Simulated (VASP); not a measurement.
Crystal: GaCuSe2.

```
CELL_PARAMETERS angstrom
-2.80955 2.80955 5.51300
2.80955 -2.80955 5.51300
2.80955 2.80955 -5.51300
ATOMIC_POSITIONS crystal
Ga 0.50000 0.50000 0.00000
Ga 0.25000 0.75000 0.50000
Cu 0.00000 0.00000 0.00000
Cu 0.75000 0.25000 0.50000
Se 0.37500 0.37562 0.50062
Se 0.62438 0.12500 0.99938
Se 0.87500 0.87438 0.49938
Se 0.12562 0.62500 0.00062
```

| Property | Result |
| --- | --- |
| Program | VASP 6.6.1 |
| Task | relaxation of cell and atoms |
| Functional | PBEsol |
| Potentials or basis | VASP PAW PBE potentials, release 64 (Ga_d, Cu, Se) |
| Cutoff | 600 eV |
| k mesh | 10 × 10 × 10 |
| Occupations | methfessel-paxton, width 0.1 eV |
| Spin | no spin polarisation |

At the start: pressure -0.5 GPa; volume 21.76 Å³/atom.

Q: Where does the relaxation end?

A: Over 12 steps the energy falls by 5.4 meV/atom and the volume is 21.54 Å³/atom (-1.0 %); space group I-42d (No. 122, to 0.05 Å).

Step by step:
| step | energy change (eV) | largest force (eV/Å) | pressure (GPa) | volume (Å³) |
| --- | --- | --- | --- | --- |
| 1 | 0.0000 | 0.4123 | -0.49 | 174.07 |
| 2 | -0.0288 | 0.2432 | 0.05 | 172.40 |
| 3 | -0.0378 | 0.0799 | 0.61 | 170.89 |
| 4 | -0.0417 | 0.0240 | -0.27 | 172.82 |
| 5 | -0.0420 | 0.0006 | -0.04 | 172.36 |
| 6 | -0.0420 | 0.0009 | -0.06 | 172.39 |
| 7 | -0.0425 | 0.0059 | -0.04 | 172.33 |
| 8 | -0.0428 | 0.0122 | 0.04 | 172.25 |
| 9 | -0.0428 | 0.0140 | 0.01 | 172.21 |
| 10 | -0.0428 | 0.0150 | 0.04 | 172.20 |
| 11 | -0.0428 | 0.0144 | 0.02 | 172.20 |
| 12 | -0.0428 | 0.0041 | 0.01 | 172.29 |

Final structure:
```
CELL_PARAMETERS angstrom
-2.78830 2.78830 5.54007
2.78830 -2.78830 5.54007
2.78830 2.78830 -5.54007
ATOMIC_POSITIONS crystal
Ga 0.50000 0.50000 0.00000
Ga 0.25000 0.75000 0.50000
Cu 0.00000 0.00000 0.00000
Cu 0.75000 0.25000 0.50000
Se 0.37500 0.36721 0.49221
Se 0.63279 0.12500 0.00779
Se 0.87500 0.88279 0.50779
Se 0.11721 0.62500 0.99221
```

Caveat: the PAW data sets were made with another functional, which shifts forces and pressure a little.
